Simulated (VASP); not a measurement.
These are rev-vdW-DF2, VASP's PBE PAW potentials (set 64) (plane waves; VASP) values and carry that method's errors.

A VASP calculation is set up with these files.

**POSCAR**
```
RuAl
5.9823880
  0.4999999904   0.0000000000   0.0000000000
  0.0000000000   0.4999999904   0.0000000000
  0.0000000000   0.0000000000   0.4999999904
Al Ru
1 1
Cartesian
  0.2499999952   0.2499999952   0.2499999952
  0.0000000000   0.0000000000   0.0000000000
```

**KPOINTS**
```
Automatic mesh
0
Gamma
14 14 14
0 0 0
```

### INCAR
```
! general
SYSTEM  =RuAl
PREC    =Accurate
ENCUT   =520   ! plane-wave cut-off (eV)
LREAL   =.FALSE.
LASPH   =.TRUE.

! electronic loop
EDIFF   =1E-7   ! SCF stop (eV)
NELM    =100
ALGO    =Normal   ! blocked Davidson
LMAXMIX =4

! smearing
ISMEAR  =-5   ! tetrahedra, Bloechl

! functional
GGA     =MK
LUSE_VDW=.TRUE.
AGGAC   =0.0
PARAM1  =0.1234568
PARAM2  =0.7114
ZAB_VDW =-1.8867

! ions
ISIF    =2

! output
LWAVE   =.FALSE.
LCHARG  =.TRUE.
LORBIT  =11
NEDOS   =601   ! DOS grid
```

POTCAR, in this order: Al Ru_pv (PBE.64 set). Program: vasp_std.

Question: What does the run give for the energy per atom (σ→0), band gap (on the k-mesh)?

Answer: 
```
Property                                                    Result
------------------------  ----------------------------------------
energy per atom (σ→0)                       -507.9 kJ/mol of atoms
band gap (on the k-mesh)  none (metal, semimetal or under 0.01 eV)
```

OSZICAR:
```
...
DAV:   6    -0.106128873691E+02    0.56050E+00   -0.35270E+00  3068   0.215E+01    0.235E+00
DAV:   7    -0.105421916350E+02    0.70696E-01   -0.29219E-01  3060   0.644E+00    0.215E+00
DAV:   8    -0.105272081024E+02    0.14984E-01   -0.18106E-02  3172   0.142E+00    0.184E-01
DAV:   9    -0.105271075996E+02    0.10050E-03   -0.29498E-04  3420   0.165E-01    0.119E-01
DAV:  10    -0.105271084482E+02   -0.84857E-06   -0.32634E-05  3456   0.741E-02    0.903E-03
DAV:  11    -0.105271062961E+02    0.21521E-05   -0.20108E-06  3516   0.182E-02    0.504E-03
DAV:  12    -0.105271062211E+02    0.74990E-07   -0.80343E-08  1868   0.306E-03
   1 F= -.10527106E+02 E0= -.10527106E+02  d E =0.000000E+00
```

The compound is RuAl in the CsCl type structure. It was relaxed first. The electron count is odd and the run is not spin-polarised, which forces a metal.
